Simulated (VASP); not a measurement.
Here is a VASP 6.6.1 calculation.

The input POSCAR:

```
Ge
1.0
    0.0000000000      2.8370028123      2.8370028123
    2.8370028123      0.0000000000      2.8370028123
    2.8370028123      2.8370028123      0.0000000000
  Ge
     2
Direct
     0.0000000000000000    0.0000000000000000    0.0000000000000000
     0.2500000000000000    0.2500000000000000    0.2500000000000000
```

The input INCAR.step1:

```
SYSTEM = Ge
PREC = Accurate
ENCUT = 600
EDIFF = 1E-8
ISMEAR = 0
SIGMA = 0.03
LREAL = .False.
LASPH = .True.
NELM = 80
ALGO = Normal
ISIF = 3
LWAVE = .False.
LCHARG = .False.
GGA = PS
IBRION = 2
NSW = 40
EDIFFG = -0.002
```

Contents of INCAR.step2:

```
SYSTEM = Ge
PREC = Accurate
ENCUT = 600
EDIFF = 1E-8
ISMEAR = 0
SIGMA = 0.03
LREAL = .False.
LASPH = .True.
NELM = 80
ALGO = Normal
ISIF = 2
LWAVE = .False.
LCHARG = .False.
GGA = PS
IBRION = 6
NFREE = 2
POTIM = 0.015
NSW = 1
```

File KPOINTS:

```
Automatic mesh
0
Gamma
  10 10 10
  0 0 0
```

Potentials or basis: VASP PAW PBE potentials, release 64 (Ge_d).

The run is started by

```console
$ cat potpaw_PBE.64/Ge_d/POTCAR > POTCAR
$ cp INCAR.step1 INCAR
$ mpirun -np 1 vasp_std > vasp.out
$ cp CONTCAR POSCAR
$ cp INCAR.step2 INCAR
$ mpirun -np 1 vasp_std > vasp.out
```

Problem. What does it give for the highest phonon frequency at Γ?

Solution. 282 cm⁻¹.

Phonon frequencies in cm⁻¹ (negative: imaginary):
```
              q point        frequencies
(0.000, 0.000, 0.000)  0 0 0 282 282 282
```
